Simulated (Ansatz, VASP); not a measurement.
Cs2B5: VASP beside Ansatz

```xyz
7
Lattice="2.7380 1.5808 5.1570 -2.7380 1.5808 5.1570 0.0000 -3.1616 5.1570" Properties=species:S:1:pos:R:3 pbc="T T T"
Cs    0.0000    0.0000    7.7356
Cs    0.0000    0.0000    0.0000
B     0.0000    0.0000   11.1214
B     0.0000    0.0000    4.3497
B     0.0000    1.5808    5.1570
B    -1.3690   -0.7904    5.1570
B     1.3690   -0.7904    5.1570
```

Alike in both runs: task single point; functional PBE; k mesh 6 × 6 × 6; occupations gaussian, width 0.1 eV; no spin polarisation.

|  | VASP | Ansatz |
| --- | --- | --- |
| version | VASP 6.6.1 | Ansatz 0.2.0 |
| potentials or method | VASP PAW PBE potentials, release 64 (Cs_sv, B) | scalar-relativistic, plane waves, PAW |
| plane-wave cutoff (eV) | 520 | 420 |
| valence electrons in the cell | 33 | 33 |

Ansatz gave:

* gap on the k mesh at the Fermi level (eV): none
* pressure (GPa): 1.3
* largest component of the traceless stress (GPa): 3.30
* rms of the force components (eV/Å): 1.073

Which values does VASP return?

gap on the k mesh at the Fermi level (eV): none; pressure (GPa): 1.5; largest component of the traceless stress (GPa): 3.18; rms of the force components (eV/Å): 1.069.

Atom by atom the forces differ by 0.004 eV/Å (rms over components). A gap of «none» marks a metal or a gap that the smearing closes. The functional is the same, so the differences come from potentials, cutoffs and numerics.

Caveats: forces of over 1 eV/Å show positions far from the minimum, so gaps and moduli don't describe the material at rest. The runs have no spin-orbit coupling, so splittings on Cs are missing.
